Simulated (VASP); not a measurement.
```
CELL_PARAMETERS angstrom
      1.51036    -2.61602     0.00000
      1.51036     2.61602     0.00000
      0.00000     0.00000     3.18193
ATOMIC_POSITIONS crystal
  Ti 0.00000 0.00000 0.00000
  B  0.33333 0.66667 0.50000
  B  0.66667 0.33333 0.50000
```

Calculation: r2SCAN+rVV10, VASP's PBE PAW potentials (set 64) (plane waves; VASP 6.6.1). Settings: 520 eV cut-off, 11×11×9 Γ-centred mesh, first-order Methfessel-Paxton smearing of 0.10 eV, potentials Ti_sv B.

Problem. The ions, cell shape and volume are relaxed. What does this cell relax into?

Solution. 
```
CELL_PARAMETERS angstrom
      1.51189    -2.61866     0.00000
      1.51189     2.61866     0.00000
      0.00000     0.00000     3.22309
ATOMIC_POSITIONS crystal
  Ti 0.00000 0.00000 0.00000
  B  0.33333 0.66667 0.50000
  B  0.66667 0.33333 0.50000
```
Space group P6/mmm (191), at a tolerance of 0.03 Å.

Problem. How do energy and volume change from the first to the last step?

Solution. The energy (σ→0) changes by -2.2 meV/atom and the volume by +1.5 %, in 4 ionic steps.

The compound is TiB2 in the AlB2 type structure. This run relaxes it. Symmetry was kept, so distortions that lower it aren't found.
